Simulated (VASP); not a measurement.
```
PbI2
1.0
    2.27570    -3.94163     0.00000
    2.27570     3.94163     0.00000
    0.00000     0.00000     6.98592
Pb I
1 2
Cartesian
  2.27570  -3.94163   0.00000
  2.27570   1.31388   1.89367
  2.27570  -1.31388   5.09226
```

Level of theory: PBE GGA with D3 dispersion (Becke-Johnson damping), VASP's PBE PAW potentials (set 64) (plane waves; VASP). Numerical set-up: 520 eV cut-off, Gaussian smearing of 0.050 eV, potentials Pb_d I.

Unless said otherwise, spin-orbit coupling is left out, though it shifts the bands of the heavy elements here.

Question: Predict the band gap (along the path) with the smallest direct gap where there is one.

Answer: 
```
Quantity                                Value
------------------------------------  -------
band gap (along the path)             2.19 eV
smallest direct gap (along the path)  2.19 eV
```

The compound is PbI2 in the 1T layered structure. It was relaxed first.
